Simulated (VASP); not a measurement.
VASP input:

**KPOINTS**
```
Automatic
0
Gamma
14 14 7
```

**INCAR**
```
SYSTEM = Re
PREC = Accurate
ENCUT = 520
EDIFF = 1E-6
NELM = 100
ALGO = Normal
LREAL = .FALSE.
LASPH = .TRUE.
ISMEAR = 1
SIGMA = 0.1
GGA = RP
LMAXMIX = 6
LWAVE = .FALSE.
LCHARG = .FALSE.
IBRION = 2
ISIF = 3
NSW = 60
EDIFFG = -0.01
```

POSCAR:
```
Re
1
    1.3906512722    -2.4086785419    -0.0000000000
    1.3906512722     2.4086785419     0.0000000000
    0.0000000000     0.0000000000     4.5012048426
Re
2
Direct
  0.3333330000   0.6666670000   0.2500000000
  0.6666670000   0.3333330000   0.7500000000
```

POTCAR, in this order: Re (PBE.64 set). Program: vasp_std.

Problem. Translate this RPBE calculation to Quantum ESPRESSO's pw.x.

Solution. One equivalent input (not run):
```
&CONTROL
  calculation = 'vc-relax'
  pseudo_dir = './pseudo'
  outdir = './out'
  tprnfor = .true.
  tstress = .true.
  nstep = 60
  forc_conv_thr = 0.00039
/
&SYSTEM
  ibrav = 0
  nat = 2
  ntyp = 1
  ecutwfc = 72
  occupations = 'smearing'
  smearing = 'methfessel-paxton'
  degauss = 0.00735
  input_dft = 'rpbe'
/
&ELECTRONS
  conv_thr = 7.3e-08
  electron_maxstep = 100
/
&IONS
/
&CELL
/
ATOMIC_SPECIES
  Re 186.207 Re.upf
CELL_PARAMETERS angstrom
     1.3906513   -2.4086785   -0.0000000
     1.3906513    2.4086785    0.0000000
     0.0000000    0.0000000    4.5012048
ATOMIC_POSITIONS crystal
  Re   0.3333330  0.6666670  0.2500000
  Re   0.6666670  0.3333330  0.7500000
K_POINTS automatic
  14 14 7 0 0 0
```
What does not carry over: the potentials are each code's own (VASP's PAW set, PseudoDojo norm-conserving files in pw.x), so ENCUT and ecutwfc are chosen apart and not converted; conv_thr bounds pw.x's estimated SCF error, while EDIFF bounds the energy change between steps; forc_conv_thr acts on force components and is met together with etot_conv_thr.

The compound is Re in the hcp structure. This run relaxes it. Symmetry was kept, so distortions that lower it aren't found. The start is the result of an earlier pass.
